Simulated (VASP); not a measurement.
Level of theory: SCAN meta-GGA, VASP's PBE PAW potentials (set 64) (plane waves; VASP 6.6.1).

A VASP calculation is set up with these files.

File KPOINTS:
```
Automatic mesh
0
Gamma
18 18 18
0 0 0
```

### INCAR
```
# general
SYSTEM  = Ni
PREC    = Accurate
ENCUT   = 520
LREAL   = .FALSE.
LASPH   = .TRUE.

# electronic loop
EDIFF   = 1E-7
NELM    = 100
ALGO    = Normal
LMAXMIX = 4
LMIXTAU = .TRUE.

# smearing
ISMEAR  = 1
SIGMA   = 0.1

# functional
METAGGA = SCAN

# spin
ISPIN   = 2
MAGMOM  = 0.8

# ions
ISIF    = 2

# output
LWAVE   = .FALSE.
LCHARG  = .FALSE.
LORBIT  = 10
```

### POSCAR
```
Ni
2.4942730
  0.0000000000   0.7071068809   0.7071068809
  0.7071068809   0.0000000000   0.7071068809
  0.7071068809   0.7071068809   0.0000000000
Ni
1
Cart
  0.0000000000   0.0000000000   0.0000000000
```

POTCAR, in this order: Ni (PBE.64 set). Program: vasp_std.

The run wrote:

OUTCAR:
```
 ion  position               nearest neighbor table
   1  0.000  0.000  0.000-
  LATTYP: Found a face centered cubic cell.
 ALAT       =     3.5274352024
 Subroutine PRICEL returns:
 Original cell was already a primitive cell.
 Subroutine GETGRP returns: Found 48 space group operations
The static configuration has the point symmetry O_h .
The dynamic configuration has the point symmetry O_h .
The overall configuration has the point symmetry O_h .
 Subroutine INISYM returns: Found 48 space group operations
 Subroutine IBZKPT returns following result:
 Found    195 irreducible k-points:

 Following reciprocal coordinates:
            Coordinates               Weight
  0.000000  0.000000  0.000000      1.000000
  0.055556  0.000000  0.000000      8.000000
  0.111111  0.000000  0.000000      8.000000
  0.166667  0.000000  0.000000      8.000000
  0.222222  0.000000  0.000000      8.000000
  0.277778  0.000000  0.000000      8.000000
  0.333333  0.000000  0.000000      8.000000
  0.388889  0.000000  0.000000      8.000000
  0.444444  0.000000  0.000000      8.000000
...
```

OSZICAR:
```
       N       E                     dE             d eps       ncg     rms          rms(c)
DAV:   1     0.123347592705E+02    0.12335E+02   -0.49730E+03  7132   0.146E+03
DAV:   2    -0.180537433416E+02   -0.30389E+02   -0.29304E+02  7072   0.172E+02
DAV:   3    -0.185367518209E+02   -0.48301E+00   -0.48139E+00  8011   0.295E+01
DAV:   4    -0.185420248455E+02   -0.52730E-02   -0.52723E-02  8197   0.266E+00
DAV:   5    -0.185421610952E+02   -0.13625E-03   -0.13625E-03  8158   0.372E-01    0.108E+01
DAV:   6    -0.167758141538E+02    0.17663E+01   -0.31798E+01  7408   0.950E+01    0.935E+00
DAV:   7    -0.160901524007E+02    0.68566E+00   -0.84733E+00  7476   0.406E+01    0.223E+00
DAV:   8    -0.160980546079E+02   -0.79022E-02   -0.74192E-02  7088   0.353E+00    0.176E+00
DAV:   9    -0.160951514314E+02    0.29032E-02   -0.63464E-02  8291   0.377E+00    0.623E-01
DAV:  10    -0.160992700451E+02   -0.41186E-02   -0.50560E-02  8008   0.304E+00    0.236E-01
DAV:  11    -0.160991800903E+02    0.89955E-04   -0.81470E-03  7472   0.149E+00    0.110E-01
DAV:  12    -0.160992679266E+02   -0.87836E-04   -0.33009E-03  7692   0.888E-01    0.591E-02
DAV:  13    -0.160992112473E+02    0.56679E-04   -0.20177E-03  7204   0.571E-01    0.161E-02
DAV:  14    -0.160991364997E+02    0.74748E-04   -0.24436E-04  7193   0.187E-01    0.323E-03
DAV:  15    -0.160991494305E+02   -0.12931E-04   -0.47284E-06  7717   0.262E-02    0.565E-03
DAV:  16    -0.160991596906E+02   -0.10260E-04   -0.39130E-06  7407   0.266E-02    0.308E-03
DAV:  17    -0.160991545322E+02    0.51585E-05   -0.51007E-06  7291   0.306E-02    0.209E-03
DAV:  18    -0.160991476215E+02    0.69107E-05   -0.56894E-07  5983   0.108E-02    0.863E-04
DAV:  19    -0.160991462616E+02    0.13599E-05   -0.20662E-07  5402   0.659E-03    0.241E-04
DAV:  20    -0.160991476245E+02   -0.13629E-05   -0.25859E-08  4009   0.229E-03    0.159E-04
DAV:  21    -0.160991477345E+02   -0.11003E-06   -0.58195E-09  3577   0.109E-03    0.778E-05
DAV:  22    -0.160991477041E+02    0.30459E-07   -0.67200E-10  3569   0.318E-04
   1 F= -.16099148E+02 E0= -.16099252E+02  d E =0.314383E-03  mag=     0.7760
```

OUTCAR:
```
------------------------ aborting loop because EDIFF is reached ----------------------------------------
  FORCE on cell =-STRESS in cart. coord.  units (eV):
  Direction    XX          YY          ZZ          XY          YZ          ZX
  --------------------------------------------------------------------------------------
  Total       -0.6391502     -0.6391502     -0.6391502     -0.0000000      0.0000000      0.0000000
  in kB      -93.3246458    -93.3246458    -93.3246458     -0.0000000      0.0000000      0.0000000
  external PRESSURE =     -93.3246458 kB  Pullay stress =       0.0000000 kB
  volume of cell :       10.97
      direct lattice vectors                 reciprocal lattice vectors
     0.000000000  1.763717601  1.763717601    -0.283492096  0.283492096  0.283492096
     1.763717601  0.000000000  1.763717601     0.283492096 -0.283492096  0.283492096
     1.763717601  1.763717601  0.000000000     0.283492096  0.283492096 -0.283492096
 POSITION                                       TOTAL-FORCE (eV/Angst)
 -----------------------------------------------------------------------------------
      0.00000      0.00000      0.00000         0.000000     -0.000000      0.000000
 -----------------------------------------------------------------------------------
    total drift:                               -0.000000     -0.000000     -0.000000
  FREE ENERGIE OF THE ION-ELECTRON SYSTEM (eV)
  ---------------------------------------------------
  free  energy   TOTEN  =       -16.0991477041 eV

  energy  without entropy=      -16.0994620872  energy(sigma->0) =      -16.09925250

 total charge

# of ion       s       p       d       tot
------------------------------------------
    1        0.513   0.519   8.289   9.321

 magnetization (x)

# of ion       s       p       d       tot
------------------------------------------
    1       -0.011  -0.049   0.865   0.805
```
(Selected blocks of OUTCAR.)

The compound is Ni in the fcc structure. This cell is one point of a volume scan, at 1.06 of the reference volume.
